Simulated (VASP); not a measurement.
Given:

```yaml
crystal:
  lattice:
    - [1.23022, -2.13080, 0.00000]
    - [1.23022, 2.13080, 0.00000]
    - [0.00000, 0.00000, 6.61419]
  atoms:
    - { symbol: C, position: [0.00000, 0.00000, 0.25000] }
    - { symbol: C, position: [0.00000, 0.00000, 0.75000] }
    - { symbol: C, position: [0.33333, 0.66667, 0.25000] }
    - { symbol: C, position: [0.66667, 0.33333, 0.75000] }
```

Level of theory: PBE GGA with D4 dispersion, VASP's PBE PAW potentials (set 64) (plane waves; VASP 6.6.1). Settings: 520 eV cut-off, Gaussian smearing of 0.050 eV, potentials C.

What does the run give for the band gap (along the path) with the smallest direct gap where there is one?

* **band gap (along the path)**: none (metal, semimetal or under 0.01 eV)

Total energies compare only between runs with the same potentials, cut-off and functional.

The compound is C in the graphite structure. It was relaxed first.
